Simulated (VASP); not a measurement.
An input for Quantum ESPRESSO's pw.x (written as the equivalent of a VASP run, and not itself run):

```
&CONTROL
  calculation = 'vc-relax'
  pseudo_dir = './pseudo'
  outdir = './out'
  tprnfor = .true.
  tstress = .true.
  nstep = 60
  forc_conv_thr = 0.00039
/
&SYSTEM
  ibrav = 0
  nat = 1
  ntyp = 1
  ecutwfc = 84
  occupations = 'smearing'
  smearing = 'methfessel-paxton'
  degauss = 0.00735
  input_dft = 'rpbe'
/
&ELECTRONS
  conv_thr = 7.3e-08
  electron_maxstep = 100
/
&IONS
/
&CELL
/
ATOMIC_SPECIES
  Pt 195.084 Pt.upf
CELL_PARAMETERS angstrom
     0.0000000    1.9600000    1.9600000
     1.9600000    0.0000000    1.9600000
     1.9600000    1.9600000    0.0000000
ATOMIC_POSITIONS crystal
  Pt   0.0000000  0.0000000  0.0000000
K_POINTS automatic
  14 14 14 0 0 0
```

### Question
Write the VASP files for the same calculation (RPBE).

### Answer
This is not unique; one that fits is 
### KPOINTS
```
Automatic mesh
0
Gamma
14 14 14
0 0 0
```

**POSCAR**
```
Pt
1
    0.0000000000     1.9600000000     1.9600000000
    1.9600000000     0.0000000000     1.9600000000
    1.9600000000     1.9600000000     0.0000000000
Pt
1
Direct
  0.0000000000   0.0000000000   0.0000000000
```

### INCAR
```
ALGO = Normal
EDIFF = 1E-6
EDIFFG = -0.01
ENCUT = 520
GGA = RP
IBRION = 2
ISIF = 3
ISMEAR = 1
LASPH = T
LCHARG = F
LMAXMIX = 6
LREAL = F
LWAVE = F
NELM = 100
NSW = 60
PREC = Accurate
SIGMA = 0.1
SYSTEM = Pt
```

POTCAR, in this order: Pt (PBE.64 set). Program: vasp_std.

What does not carry over: the potentials are each code's own (VASP's PAW set, PseudoDojo norm-conserving files in pw.x), so ENCUT and ecutwfc are chosen apart and not converted; conv_thr bounds pw.x's estimated SCF error, while EDIFF bounds the energy change between steps; forc_conv_thr acts on force components and is met together with etot_conv_thr.

The compound is Pt in the fcc structure. This run relaxes it. Symmetry was kept, so distortions that lower it aren't found.
